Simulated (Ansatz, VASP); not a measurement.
# CdH2: VASP beside Ansatz, part 2 of 2

One calculation is typed for both programs; each brings its own data sets. How far apart do they land? The cell is generated by rule, not measured, and may not be a known phase. The cell is taken from a series of runs on this material, whose earlier steps may have relaxed, scaled, displaced or heated it; both programs get it as it stands.

VASP 6.6.1 and Ansatz 0.2.0.

So far: Set-up; VASP: zone-centre phonons, PBEsol.

The structure was built from a prototype and need not be the compound's stable phase.

### Step 3. Ansatz: zone-centre phonons, PBEsol

Level of this step: Ansatz beside VASP: Kohn-Sham DFT, plane waves, PBEsol (Ansatz).

Ansatz runs on its default PAW (the set named soft_2) files.

The same cell, functional and mesh now go to Ansatz, which takes its cutoff from its data sets.

input.yaml reads:

```yaml
crystal:
  lattice:
    - [3.1034231172, 0.0, 0.0]
    - [-1.5517115586, 2.6876432582, 0.0]
    - [0.0, 0.0, 4.4155095098]
  atoms:
    - { symbol: Cd, position: [0.0, 0.0, 0.0] }
    - { symbol: H, position: [0.3333333333, 0.6666666667, 0.2331933751] }
    - { symbol: H, position: [0.6666666667, 0.3333333333, 0.7668066249] }
kpoints:
  mp_grid: { grid: [9, 9, 6] }
hamiltonian:
  xc: pbesol
scf:
  occupations: { method: fixed }
output:
  eigenvalues: true
phonons:
  method: dfpt
  qmesh: [3, 3, 2]
  temperatures: { t_max: 1000, t_step: 50 }
  qpath:
    path:
      - [[0.0, 0.0, 0.0], [0.5, 0.0, 0.0], [0.33333333, 0.33333333, 0.0], [0.0, 0.0, 0.0], [0.0, 0.0, 0.5], [0.5, 0.0, 0.5], [0.33333333, 0.33333333, 0.5], [0.0, 0.0, 0.5]]
      - [[0.5, 0.0, 0.5], [0.5, 0.0, 0.0]]
      - [[0.33333333, 0.33333333, 0.5], [0.33333333, 0.33333333, 0.0]]
    npoints: 10
  non_analytic_term:
    high_frequency_dielectric_tensor: [[9.5411, 0.0, 0.0], [0.0, 9.5411, 0.0], [0.0, 0.0, 3.9592]]
    born_effective_charges:
      - { species: Cd, tensor: [[2.7103, 0.0, 0.0], [0.0, 2.7103, 0.0], [0.0, 0.0, 0.9292]] }
      - { species: H, tensor: [[-1.3552, 0.0, 0.0], [0.0, -1.3552, 0.0], [0.0, 0.0, -0.4646]] }
      - { species: H, tensor: [[-1.3552, 0.0, 0.0], [0.0, -1.3552, 0.0], [0.0, 0.0, -0.4646]] }
    source: "zone-centre run at this cell"
```

Command:

```
$ ansatz run input.yaml --threads 4 --pin off --max-ram 7168MiB --backend cpu --events-out ev --progress --plain --runs-dir out
```

Numbers of over 12 decimals in the logs are rounded to 6 here.

What it wrote:

```text
Warning: phonons: the dynamical matrix that this run interpolates holds no multipole term above the dipole-dipole one, and a site of this crystal is no centre of inversion, so its interpolated transverse optical and acoustic branches and sound speeds can stay off near Gamma, and the density of states and the thermodynamics with them. What a run solves at a wave vector of phonons.qpoints, Gamma apart, where the deck admits one, is free of this, and under fd what a larger phonons.supercell samples
Engine: ansatz 0.2.0, x86_64-unknown-linux-gnu
Pseudopotentials: kind: paw
Pseudopotential: Cd, paw, valence charge 20, recommended cutoff 420 eV (normal), Cd.paw.azcp
Pseudopotential: H, paw, valence charge 1, recommended cutoff 420 eV (normal), H.paw.azcp
Functional definition: PBEsol
  exchange = pbesol_x
  correlation = pbesol_c
Crystal: 3 atoms, lattice volume = 36.829 Å³
Basis set: ecut = 420 eV, 699 PW (Γ), exchange–correlation on 48×48×60 points (8 copies of the dense FFT grid, shifted against one another)
Bands: 15, of which v1, the nominal top of the filled ones, is band 11 counted from 1 (10 counted from 0)
Symmetry: 12 space group operations
k-points: 62 of 486
Non-local potential: Cd, projectors of the file, l = 0: 3, l = 1: 2, l = 2: 2, l = 3: 1
Non-local potential: H, projectors of the file, l = 0: 2, l = 1: 1
PAW form: soft (Blöchl's): semilocal exchange-correlation on the pseudo side does not see the compensation charge
PAW frozen core: Cd, regenerated for the run's functional, and the local potential with it (the file was generated under x = pbe(κ = 0.804, μ = 0.219515), c = pbe(β = 0.066725))
PAW one-centre angular grid: Cd, 590 points (default); XC on 64 Gauss nodes
PAW one-centre angular grid: H, 110 points (default); XC on 64 Gauss nodes
Initial density: superposition of atomic densities (neutral atoms: chi_scale 0, normalization atom), corrected by the library's trained network
Initial wavefunctions: pseudopotential atomic-orbital guess
Functional: x = pbesol(κ = 0.804, μ = 0.123457), c = pbesol(β = 0.046)
SCF iter   1: F=—  HF=-8214.195428 eV  |F-HF|=—  |Δ(HF+E_count)|=         —  Δρ=9.91e-3  dr2=2.52e-2  ethr=1.77e-3  ⟨swp⟩=4.5  Hψ=3856  notcnv=0  defer=114
preconditioner: auto → none  [insulator: Δε(μ)=0.978 eV  Ē_g=13.582 eV  n_scr=8 (ndim 8)  ℏωp=22.9 eV  f_vac=0.135  ε∞_Penn≈3.8]
SCF iter   2: F=—  HF=-8214.187872 eV  |F-HF|=—  |Δ(HF+E_count)|=   7.56e-3  Δρ=2.82e-3  dr2=1.94e-3  ethr=1.15e-4  ⟨swp⟩=3.0  Hψ=1987  notcnv=0  defer=121
SCF iter   3: F=—  HF=-8214.187356 eV  |F-HF|=—  |Δ(HF+E_count)|=   5.15e-4  Δρ=9.45e-4  dr2=3.08e-4  ethr=8.82e-6  ⟨swp⟩=2.1  Hψ=1446  notcnv=0  defer=121
SCF iter   4: F=—  HF=-8214.187258 eV  |F-HF|=—  |Δ(HF+E_count)|=   9.83e-5  Δρ=1.98e-4  dr2=4.44e-6  ethr=1.40e-6  ⟨swp⟩=2.0  Hψ=1471  notcnv=0  defer=121
SCF iter   5: F=—  HF=-8214.187255 eV  |F-HF|=—  |Δ(HF+E_count)|=   3.72e-6  Δρ=2.11e-5  dr2=9.64e-8  ethr=2.02e-8  ⟨swp⟩=2.0  Hψ=1612  notcnv=0  defer=1
SCF iter   6: F=—  HF=-8214.187252 eV  |F-HF|=—  |Δ(HF+E_count)|=   2.86e-6  Δρ=3.37e-6  dr2=3.46e-9  ethr=4.38e-10  ⟨swp⟩=2.0  Hψ=1059  notcnv=0
SCF iter   7: F=-8214.187252 eV  HF=-8214.187252 eV  |F-HF|=2.18e-11  |Δ(HF+E_count)|=   4.63e-9  Δρ=2.12e-7  dr2=9.28e-12  ethr=1.00e-12  ⟨swp⟩=6.0  Hψ=5208  notcnv=0
SCF 1 converged in 7 iterations: F = -8214.187252 eV  dr2 = 9.28e-12
  greatest PAW one-centre occupation: 1.000 electrons in one spin orbital (limit 2), on the Cd atom at site 0 (counted from 0), in its partial waves of l = 0
NSCF: frozen V_eff on 62 k-points
NSCF: frozen V_eff on 140 k-points
DFPT response loops at q = (0, 0, 0) (fractional): preconditioner auto → Resta (q_TF=auto, 2.504 Å⁻¹)  ε∞=7.5 (no band partly filled); β = 1.00, the filter's whole step (`scf.mixing.beta` (0.50) is not read by the response loops at its default; to damp them type it under 1.00, their step now; it binds the ground state too); Broyden in place of MSR1
NSCF: frozen V_eff on 280 k-points
DFPT response loops at q = (0, 0, -0.5) (fractional): mixed as the last ones told, above
NSCF: frozen V_eff on 540 k-points
DFPT response loops at q = (0, 0.333333, 0) (fractional): mixed as the last ones told, above
NSCF: frozen V_eff on 540 k-points
DFPT response loops at q = (0, 0.333333, -0.5) (fractional): mixed as the last ones told, above
NSCF: frozen V_eff on 504 k-points
DFPT response loops at q = (0.333333, 0.333333, 0) (fractional): mixed as the last ones told, above
NSCF: frozen V_eff on 504 k-points
DFPT response loops at q = (0.333333, 0.333333, -0.5) (fractional): mixed as the last ones told, above
SCF converged after 7 iterations
Free energy (F): -8214.187252 eV
Harris-Foulkes:  -8214.187252 eV  (|F-HF|=2.18e-11)
Internal energy: -8214.187252 eV  (E = F + TS)
E sigma→0 (E₀):  -8214.187252 eV
Fermi energy:    6.801969 eV
--- Per-component energies (eV) ---
  E_band       = -525.042615
  E_kinetic    = 529.667757
  E_local      = -4052.410976  (includes V_loc(G=0)·N_el)
  E_nonlocal   = 39.336372
  E_hartree    = 1870.770256
  E_xc         = -192.228870
  E_vxc        = -242.899804  (∫ρ·V_xc dr)
  E_paw        = -4014.524566  (= ΣΔE_a)
  E_vpaw       = -540.274282  (= ΣTr[D̂ρ^β])
  E_aug_tail   = -0.002127  (compensation charges beyond the density's cutoff)
  E_ewald      = -2395.137056
  E_core_change = 0.341960  (= ΣΔE_core)
  E_smearing   = -0.000000  (= −TS)
  E_closure    = -0.000000  (closes the sum)
  Σ components = -8214.187252   (vs F -8214.187252, Δ=0.00e0)
--- Band table (eV; the first three rows and the last of 62) ---
  k-point 0: bands = [... 7 lower, -0.7878, -0.7878, -0.7516, 4.4128, 11.4966, 16.8249, 18.2767, 21.2738]
  k-point 1: bands = [... 7 lower, -0.7898, -0.7898, -0.6284, 3.8932, 12.2318, 16.8842, 18.2557, 21.4339]
  k-point 2: bands = [... 7 lower, -0.7938, -0.7938, -0.2986, 2.9176, 13.7404, 16.5828, 18.8548, 21.7991]
  k-point 61: bands = [... 7 lower, -1.1662, -0.7984, 5.5335, 5.5335, 8.7202, 11.5849, 11.7289, 11.7289]
--- Phonons (Γ-DFPT): 4 representative perturbations + reference (Σ response iterations 16) ---
  ASR residual: 4.072e-5 → 0.000e0 eV/Å²; symmetrization residual: 6.382e-7 eV/Å²
  ASR residual per site (eV/Å²): 4.07e-5 2.82e-5 2.82e-5
  Γ frequencies (cm⁻¹): 0.00 0.00 0.00 345.42 345.42 758.24 840.33 840.33 980.35
--- Phonons (arbitrary-q DFPT): 6 irreducible q on the 3×3×2 mesh ---
  q = [0.0000, 0.0000, 0.0000] (star 1, of the zone-centre solve; hermiticity 3.05e-7, symmetrization 4.78e-12): -0.00 0.00 0.00 345.42 345.42 758.24 840.33 840.33 980.35
  q = [0.0000, 0.0000, -0.5000] (star 1, 4 solved perturbations in 404 linear systems a pass and spin channel, the states on 140 of 486 k-point pairs; hermiticity 3.00e-7, symmetrization 3.29e-12): 19.59 19.59 34.60 405.90 405.90 836.08 836.08 862.91 975.18
  q = [0.0000, 0.3333, 0.0000] (star 6, 6 solved perturbations on 270 of 486 k-point pairs; hermiticity 1.44e-7, symmetrization 1.35e-12): 23.64 36.57 130.43 229.99 650.48 813.51 882.01 942.59 962.65
  q = [0.0000, 0.3333, -0.5000] (star 6, 6 solved perturbations on 270 of 486 k-point pairs; hermiticity 1.20e-7, symmetrization 1.96e-12): 37.28 42.46 128.55 293.02 623.29 799.23 869.25 947.90 964.03
  q = [0.3333, 0.3333, 0.0000] (star 2, 4 solved perturbations in 696 linear systems a pass and spin channel, the states on 252 of 486 k-point pairs; hermiticity 1.10e-7, symmetrization 1.47e-8): -40.29 110.29 110.29 560.50 560.50 777.34 932.66 932.66 998.51
  q = [0.3333, 0.3333, -0.5000] (star 2, 4 solved perturbations in 696 linear systems a pass and spin channel, the states on 252 of 486 k-point pairs; hermiticity 8.06e-8, symmetrization 8.61e-9): -34.96 108.18 108.18 479.18 479.18 775.90 948.44 948.44 989.68
  sum rule: each row above includes the acoustic sum rule's correction from the zone centre's row sums; it moved no ω² by more than (2.76 cm⁻¹)²
  mesh force constants: q→R imaginary residual 1.50e-16; ASR residual 4.072e-5 → 0.000e0 eV/Å²; symmetrization residual 2.665e-15 eV/Å²
  interpolated dispersion: 94 rows × 9 modes
  density of states and harmonic sums: on the 24×24×14 q-mesh, interpolated from the force constants of a 3×3×2 supercell (with the dipole–dipole term of supplied tensors)
  largest difference from the sums on the solved wave vectors: F 1.83e-2 eV, S 1.91e-5 and C_V 1.20e-5 eV/K
  zero-point energy: 0.294315 eV/cell   skipped modes (ω ≤ 0): 293, of them read as no rigid motion or as one in doubt: 290 (4.034e-1 modes/cell left out, lowest -40.29 cm⁻¹)   left out of the sums: 4.49e-2 of the cell's modes: C_V's classical limit lies that fraction below 3 k_B per atom; for a crystal, a wire or a layer, F and S can be off by more, and a phonons.interpolated_qmesh denser along its periods is the remedy for the sampling
```

### Step 4. Differences

Known differences besides the potentials themselves: fixed occupations in Ansatz, narrow Gaussian smearing in VASP; VASP's run holds the zone centre alone; the data sets hold 22 valence electrons in Ansatz (on its default PAW (the set named soft_2) files) and 14 in VASP; the cutoff is 420 eV in Ansatz and 500 eV in VASP; Ansatz makes its cores anew for this functional, VASP keeps those of its PBE data sets. Total energies have different zeros and are not compared.

Both answers:

```tsv
quantity	Ansatz	VASP	difference
optical mode 1 to 2 (cm⁻¹)	345.4	365.4	-5.48 %
optical mode 3 (cm⁻¹)	758.2	767.5	-1.21 %
optical mode 4 to 5 (cm⁻¹)	840.3	855.4	-1.76 %
optical mode 6 (cm⁻¹)	980.4	991.6	-1.14 %
```

Modes are paired by rising frequency, not by their patterns, so a pair may set unlike modes beside each other; they are those without the splitting of longitudinal modes.

### Step 5. What the set-up changes

Further runs change the set-up of one program: Ansatz's method, potentials or start, or VASP's data sets, cutoff or form of LDA. The table gives Ansatz less VASP for each quantity, since a change that brings one quantity closer may part another.

```tsv
run	optical mode 1 to 2 (%)	optical mode 3 (%)	optical mode 4 to 5 (%)	optical mode 6 (%)
as above	-5.5	-1.2	-1.8	-1.1
VASP with the data sets Cd_sv_GW and H and a cutoff of 540 eV	-2.3	-0.70	-0.77	-0.52
```

### Step 6. What came out

```json
{
  "r.m.s. difference of the optical zone-centre modes, each program's sorted by frequency (zone-centre phonons, PBEsol)": "16 cm⁻¹",
  "difference in optical mode 1 to 2 (zone-centre phonons, PBEsol)": "-5.5 %"
}
```

What this shows: The r.m.s. difference of the optical zone-centre modes, each program's sorted by frequency is 16 cm⁻¹ (zone-centre phonons, PBEsol). The data sets hold unlike numbers of valence electrons (22 in Ansatz and 14 in VASP), so part of the differences comes from the potentials. Among the rows given in per cent, the largest difference of the zone-centre phonons, PBEsol pair is in optical mode 1 to 2, -5.5 %. Zone-centre phonons, PBEsol, VASP with the data sets Cd_sv_GW and H and a cutoff of 540 eV: the difference in optical mode 1 to 2 goes from -5.5 to -2.3 %; the difference in optical mode 3 goes from -1.2 to -0.70 %; the difference in optical mode 4 to 5 goes from -1.8 to -0.77 %; the difference in optical mode 6 goes from -1.1 to -0.52 %. How closely two codes agree says nothing of how well the functional describes the real material.

[Lines on the potential files, build, host, timing and source positions are cut from VASP's logs without a mark.]

[Logs are printed without paths, hosts, clocks, repeated set-up lines and the standing remarks that a program may print on its own settings, such as how far it seeks lower states.]

[Hosts, paths, dates, database ids (printed as entryN), source tags and the programs' standing remarks are cut or masked in the printed files.]
